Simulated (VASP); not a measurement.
```xyz
2
Lattice="0.0000 2.3689 2.3689 2.3689 0.0000 2.3689 2.3689 2.3689 0.0000" Properties=species:S:1:pos:R:3 pbc="T T T"
Ca     0.0000     0.0000     0.0000
O      2.3689     2.3689     2.3689
```

These are vdW-DF-cx, VASP's PBE PAW potentials (set 64) (plane waves; VASP) values and carry that method's errors. Run with 520 eV cut-off, 10×10×10 Γ-centred mesh, Gaussian smearing of 0.050 eV, potentials Ca_sv O.

Task: Estimate the energy per atom (σ→0), pressure, band gap (on the k-mesh) with the smallest direct gap where there is one.

Result: 
- band gap (on the k-mesh) = 3.60 eV
- smallest direct gap (on the k-mesh) = 3.96 eV
- energy per atom (σ→0) = -4.560 eV/atom
- pressure = 37.1 kbar

The absolute energy has meaning only against runs of the same code, potentials and settings.

The compound is CaO in the rock salt structure. This cell is one point of a volume scan, at 0.97 of the reference volume.
